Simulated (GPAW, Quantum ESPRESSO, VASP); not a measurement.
**One structure in several programs: Al₂CdS₄ (P1, 7 atoms in the cell)**

Self-consistent single point, at a second geometry (atoms moved at random). First geometry:

```
CELL_PARAMETERS angstrom
     -2.79486     2.79486     5.08607
      2.79486    -2.79486     5.08607
      2.79486     2.79486    -5.08607
ATOMIC_POSITIONS crystal
  Al 0.75000 0.25000 0.50000
  Al 0.50000 0.50000 0.00000
  Cd 0.00000 0.00000 0.00000
  S  0.60110 0.14559 0.01519
  S  0.85441 0.86960 0.45551
  S  0.13040 0.58591 0.98481
  S  0.41409 0.39890 0.54449
```

Second geometry:
```yaml
crystal:
  lattice:
    - [-2.79486, 2.79486, 5.08607]
    - [2.79486, -2.79486, 5.08607]
    - [2.79486, 2.79486, -5.08607]
  atoms:
    - { symbol: Al, position: [0.75265, 0.25243, 0.51018] }
    - { symbol: Al, position: [0.49947, 0.50739, 0.00825] }
    - { symbol: Cd, position: [0.00802, 0.00885, 0.99504] }
    - { symbol: S, position: [0.60523, 0.13703, 0.01070] }
    - { symbol: S, position: [0.85683, 0.88042, 0.47022] }
    - { symbol: S, position: [0.11751, 0.57130, 0.97321] }
    - { symbol: S, position: [0.41029, 0.39259, 0.53240] }
```

Shared settings, as Quantum ESPRESSO writes them: occupations = fixed; K_POINTS = automatic 6 6 6 0 0 0. Potentials and cutoffs stand in the table.

| code | model | ΔF from the first geometry (meV/atom) | pressure (GPa) | largest force (eV/Å) | gap on the mesh (eV) | cutoff |
|---|---|---|---|---|---|---|
| Quantum ESPRESSO | PBEsol, GBRV 1.5 ultrasoft (PBESOL) pseudopotentials | 29.8 | -0.08 | 1.583 | 2.598 | 40 Ry |
| GPAW | PBEsol, GPAW PAW datasets PBEsol (made by gpaw-setup) | 29.1 | -0.03 | 1.634 | 2.602 | 550 eV |
| VASP | PBEsol, VASP's PBE PAW potentials (set 64) | 30.0 | -0.16 | 1.593 | 2.624 | 300 eV |

Size of the force on each atom (eV/Å): Sizes of forces hide their directions.

| code | Al1 | Al2 | Cd3 | S4 | S5 | S6 | S7 |
|---|---|---|---|---|---|---|---|
| Quantum ESPRESSO | 1.300 | 0.635 | 0.873 | 0.427 | 0.996 | 1.583 | 0.826 |
| GPAW | 1.318 | 0.639 | 0.859 | 0.386 | 0.961 | 1.634 | 0.805 |
| VASP | 1.305 | 0.636 | 0.882 | 0.420 | 1.008 | 1.593 | 0.835 |

Gaps are read on the mesh.

The spread over the programs that give each value: ΔF from the first geometry within 0.9 meV/atom; pressure within 0.13 GPa; largest force within 0.051 eV/Å; gap on the mesh within 0.026 eV.

VASP's run is marked for a possible Pulay error in its stress at this cutoff; no cutoff test was made.

VASP ran the fixed occupations as a Gaussian smearing of 0.01 eV.

The starting cell comes from a database of computed structures (which also holds hypothetical and non-ambient phases and stackings), without a prior relaxation at this level. For this run, on top of that: atoms moved at random.

Left out of this page: Ansatz, CP2K and SIESTA (not drawn, or without a comparable value).
